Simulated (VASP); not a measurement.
Level of theory: PBEsol GGA, VASP's PBE PAW potentials (set 64) (plane waves; VASP).

VASP input:

File KPOINTS:
```
kpoints
0
G
 6 6 6
```

INCAR:
```
# general
SYSTEM = SiS2
PREC   = Accurate
ENCUT  = 400
LREAL  = .FALSE.   # projection in real space or not
LASPH  = .TRUE.   # aspherical one-centre terms

# electronic loop
EDIFF  = 1E-7   # SCF stop (eV)
NELM   = 100   # most electronic steps
ALGO   = Normal   # blocked Davidson

# smearing
ISMEAR = -5   # tetrahedra, Bloechl

# functional
GGA    = PS

# ions
ISIF   = 2   # forces and stress, cell fixed

# output
LWAVE  = .FALSE.
LCHARG = .TRUE.
LORBIT = 11   # lm-projected
NEDOS  = 601

# other
LEFG   = .TRUE.
```

**POSCAR**
```
SiS2
1
   -2.7611789288     2.7611789288     4.2738852279
    2.7611789288    -2.7611789288     4.2738852279
    2.7611789288     2.7611789288    -4.2738852279
Si S
2 4
Direct
  0.7500000000   0.2500000000   0.5000000000
  1.0000000000   1.0000000000   1.0000000000
  0.0990796843   0.1250000000   0.4740796843
  0.8750000000   0.3490796843   0.9740796843
  0.6509203157   0.6250000000   0.5259203157
  0.3750000000   0.9009203157   0.0259203157
```

POTCAR, in this order: Si S (PBE.64 set). Program: vasp_std.

Task: What will the output report for the number of irreducible k-points (NKPTS), number of bands (NBANDS), largest plane-wave count, number of space-group operations, FFT grid (NGX, NGY, NGZ)?

Result: 
The number of irreducible k-points (NKPTS) is 30. The number of bands (NBANDS) comes out as 20 and the largest plane-wave count comes out as 2392. The number of space-group operations is 8 and the FFT grid (NGX, NGY, NGZ) is 40 × 40 × 40.

The structure comes from a computed database's SiS2 entry (I-42d); how it stands against other phases isn't given here. It was relaxed first.
